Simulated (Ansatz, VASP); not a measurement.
# NbP in two plane-wave programs, part 2 of 2

Aim: how closely do two programs agree when they are given the same cell, functional and k mesh? The cell is a member of a volume series, scaled by 0.98 from a relaxed one, so a pressure remains.

VASP 6.6.1 and Ansatz 0.2.0.

So far. Step 2 (VASP: single point, r2SCAN, volume scaled by 0.98): The run ends at a pressure of 4.14 GPa, with forces up to 0.0068 eV/Å. Step 3 (Ansatz: single point, r2SCAN, volume scaled by 0.98): The run ends at a pressure of 4.76 GPa, with forces up to 0.0079 eV/Å.

## 5. VASP: electric field gradients, r2SCAN

Level of this step: r2SCAN; plane waves and PAW (Nb_sv, P) (VASP).

Field gradients test the density near the nuclei, where the PAW reconstruction matters most. The cell compared in this pair holds 63.68 Å³, against 62.41 Å³ for the pair before.

INCAR

```
SYSTEM = NbP
PREC = Accurate
ENCUT = 400
EDIFF = 1E-07
NELM = 100
ISMEAR = 0
SIGMA = 0.05
LREAL = .FALSE.
ALGO = Normal
METAGGA = R2SCAN
LASPH = .TRUE.
NBANDS = 24
LORBIT = 11
LWAVE = .FALSE.
LCHARG = .FALSE.
KPAR = 4
LEFG = .TRUE.
```

POSCAR

```
NbP
1.0
   -1.6682679382      1.6682679382      5.7206359700
    1.6682679382     -1.6682679382      5.7206359700
    1.6682679382      1.6682679382     -5.7206359700
Nb P
2 2
Direct
    0.7498791725      0.7498791725      0.0000000000
    0.4998791725      0.9998791725      0.5000000000
    0.3327493975      0.3327493975      0.0000000000
    0.0827494075      0.5827494075      0.5000000000
```

KPOINTS

```
Automatic mesh
0
Gamma
11 11 11
0 0 0
```

Potentials, in the order of the species: Nb_sv and P (PBE family, release 64).

The run is started by

```bash
$ mpirun -np 4 vasp_std
```

Numbers of over 12 decimals in the logs are rounded to 6 here.

The log of the run:

```text
[banner, memory and clock lines left out]
running    4 mpi-ranks, on    1 nodes
[...]
[... a notice as in an earlier step ...]

 LDA part: xc-table for (None), standard interpolation
 POSCAR, INCAR and KPOINTS ok, starting setup
[...]
entering main loop
       N       E                     dE             d eps       ncg     rms          rms(c)
DAV:   1     0.249983819251E+03    0.24998E+03   -0.17638E+04  6072   0.127E+03
DAV:   2    -0.609557758688E+02   -0.31094E+03   -0.30424E+03  7544   0.472E+02
DAV:   3    -0.862778687648E+02   -0.25322E+02   -0.24995E+02 11544   0.960E+01
DAV:   4    -0.876130001906E+02   -0.13351E+01   -0.13308E+01  8672   0.196E+01
[...]
DAV:  11    -0.720611355097E+02   -0.65028E-04   -0.79573E-05  8648   0.811E-02    0.169E-02
DAV:  12    -0.720611328263E+02    0.26834E-05   -0.56002E-06  9416   0.199E-02    0.349E-03
DAV:  13    -0.720611328884E+02   -0.62062E-07   -0.27950E-07  7088   0.395E-03
ion   1
     0.0000000    -0.0000000    -0.0000000    -0.5482385     0.0000000    -0.7879610
[...]
0.0000000     0.0000000    -0.0000000   -10.0380641    -0.0000000     3.9335548
     0.0000365     0.0000000    -0.0000000   -10.0380423    -0.0000000     3.9335478
     0.0000503     0.0000000    -0.0000000   -10.0380289    -0.0000000     3.9335435
     0.0000692     0.0000000    -0.0000000   -10.0380067    -0.0000000     3.9335363
     0.0000953     0.0000000    -0.0000000   -10.0379700    -0.0000000     3.9335244

ion   4
     0.0000000     0.0000000    -0.0000000    -0.9631826    -0.0000000    -0.8491199
     0.0000365     0.0000000    -0.0000000    -0.9631826    -0.0000000    -0.8491199
     0.0000503     0.0000000    -0.0000000    -0.9631826    -0.0000000    -0.8491199
     0.0000692     0.0000000    -0.0000000    -0.9631826    -0.0000000    -0.8491199
     0.0000953     0.0000000    -0.0000000    -0.9631826    -0.0000000    -0.8491199

     0.0000000     0.0000000    -0.0000000   -10.0380641    -0.0000000    -3.9335548
     0.0000365     0.0000000    -0.0000000   -10.0380423    -0.0000000    -3.9335478
     0.0000503     0.0000000    -0.0000000   -10.0380289    -0.0000000    -3.9335435
     0.0000692     0.0000000    -0.0000000   -10.0380067    -0.0000000    -3.9335363
     0.0000953     0.0000000    -0.0000000   -10.0379700    -0.0000000    -3.9335244

   1 F= -.72061133E+02 E0= -.72060718E+02  d E =-.829989E-03
```

From OUTCAR (step 5):

```text
  Total        0.0052476      0.0052476     -0.0385198      0.0000000      0.0000000      0.0000000
  in kB        0.1320185      0.1320185     -0.9690775      0.0000000      0.0000000      0.0000000
  external PRESSURE =      -0.2350135 kB  Pullay stress =       0.0000000 kB

 POSITION                                       TOTAL-FORCE (eV/Angst)
 -----------------------------------------------------------------------------------
      0.00000      0.00000      8.57957        -0.000000     -0.000000     -0.000218
      1.66827      0.00000      5.71925        -0.000000     -0.000000     -0.000218
      0.00000      0.00000      3.80708         0.000000      0.000000      0.000218
      1.66827      0.00000      0.94676        -0.000000     -0.000000      0.000218
 -----------------------------------------------------------------------------------
    total drift:                               -0.000001     -0.000001      0.000539

  FREE ENERGIE OF THE ION-ELECTRON SYSTEM (eV)
  ---------------------------------------------------
  free  energy   TOTEN  =       -72.0611328884 eV

  energy  without entropy=      -72.0603028996  energy(sigma->0) =      -72.06071789

[... 1 part as in an earlier step ...]

[... 2 further parts left out ...]
[key lines of the parts left out:]
E-fermi :  10.7364
```

The run ends at a pressure of -0.02 GPa, with forces up to 2.2e-4 eV/Å.

## 6. Ansatz: electric field gradients, r2SCAN

The same cell, functional, mesh and smearing now go to Ansatz, which takes its cutoff from its data sets.

The cell is taken from a series of VASP runs on this material, whose earlier steps may have relaxed, scaled or displaced it; both programs get it as it stands.

input.yaml

```yaml
crystal:
  lattice:
    - [-1.6682679382, 1.6682679382, 5.72063597]
    - [1.6682679382, -1.6682679382, 5.72063597]
    - [1.6682679382, 1.6682679382, -5.72063597]
  atoms:
    - { symbol: Nb, position: [0.7498791725, 0.7498791725, 0.0] }
    - { symbol: Nb, position: [0.4998791725, 0.9998791725, 0.5] }
    - { symbol: P, position: [0.3327493975, 0.3327493975, 0.0] }
    - { symbol: P, position: [0.0827494075, 0.5827494075, 0.5] }
hamiltonian:
  xc: r2scan
  pseudopotentials: { kind: paw }
kpoints:
  mp_grid: { grid: [11, 11, 11] }
scf:
  occupations: { method: gaussian, width: 0.05 }
  n_extra_bands: 5
output:
  forces: true
  stress: true
  eigenvalues: true
  efg: {}
```

The run is started by

```bash
$ ansatz run input.yaml --threads 2 --pin off --max-ram 4608MiB --backend cpu --events-out ev --progress --plain --runs-dir out
```

The log of the run:

```text
[...]
Nb: output.efg is read without spin–orbit coupling, which moves field gradients at and beside such atoms by some per cent and up to a factor of two; PAW files take it under magnetization.noncollinear and magnetization.spin_orbit
[...]
Crystal: 4 atoms, lattice volume = 63.685 Å³
[...]
k-point 0: bands = [... 14 lower, 12.8246, 13.2633, 13.5931, 13.5931, 15.9679, 16.7821, 17.9198, 18.4049, ... 1 higher]
  k-point 1: bands = [... 14 lower, 12.5880, 13.0347, 13.7171, 13.8726, 15.6352, 16.2558, 17.9259, 17.9497, ... 1 higher]
  k-point 2: bands = [... 14 lower, 12.0954, 13.2004, 14.1643, 14.2846, 15.3696, 15.5804, 17.3986, 18.3207, ... 1 higher]
  k-point 125: bands = [... 14 lower, 12.2048, 12.7372, 14.0012, 14.5950, 16.0173, 16.8522, 17.2519, 17.5983, ... 1 higher]
[key lines of the parts left out:]
SCF converged after 7 iterations
Free energy (F): -10650.012294 eV
Fermi energy:    15.081347 eV
P = ⅓ Tr σ = 0.5670 GPa (5.670 kbar)
```

Run time: 34 s. Hardware: 2 threads of Arm Neoverse N1, shared host; peak memory 0.52 GiB; 67 s of CPU time.

The run ends at a pressure of 0.57 GPa, with forces up to 8.6e-4 eV/Å.

## 7. Comparison

What differs besides the data sets and the points named for the pairs above, as far as they apply: Ansatz adds the response of the frozen cores to the gradients, VASP leaves it out. Total energies have different zeros and are not compared.

The two programs side by side:

| quantity | Ansatz | VASP | difference |
| --- | --- | --- | --- |
| pressure (GPa) | 0.57 | -0.02 | +0.59 |
| pressure without Ansatz's Pulay correction (GPa) | 0.51 | -0.02 | +0.53 |
| Vzz at Nb1 (V/Å²) | -19.0 | -17.6 | -1.4 |
| Vzz at Nb2 (V/Å²) | -19.0 | -17.6 | -1.4 |
| Vzz at P3 (V/Å²) | 11.5 | 12.4 | -0.9 |
| Vzz at P4 (V/Å²) | 11.5 | 12.4 | -0.9 |

Ansatz's pressure holds a Pulay correction of 0.06 GPa; VASP's holds none.

## 8. What came out

```yaml
difference_in_pressure_single_point_r2scan_volume_scaled_by_0p98: 0.62 GPa
difference_in_vzz_at_nb1_electric_field_gradients_r2scan: -1.4 V/Å²
difference_in_pressure_electric_field_gradients_r2scan: 0.59 GPa
```

The difference in pressure is 0.62 GPa (single point, r2SCAN, volume scaled by 0.98), within the 1 GPa picked in this series as the mark of a large difference. Such differences can come from data sets, numerical settings and the points named under the comparisons, not from the functional's error against experiment.

[Lines on the potential files, build, host, timing and source positions are cut from VASP's logs without a mark.]

[Logs are printed without paths, hosts, clocks, repeated set-up lines and the standing remarks that a program may print on its own settings, such as how far it seeks lower states.]

[Hosts, paths, dates, database ids (printed as entryN), source tags and the programs' standing remarks are cut or masked in the printed files.]
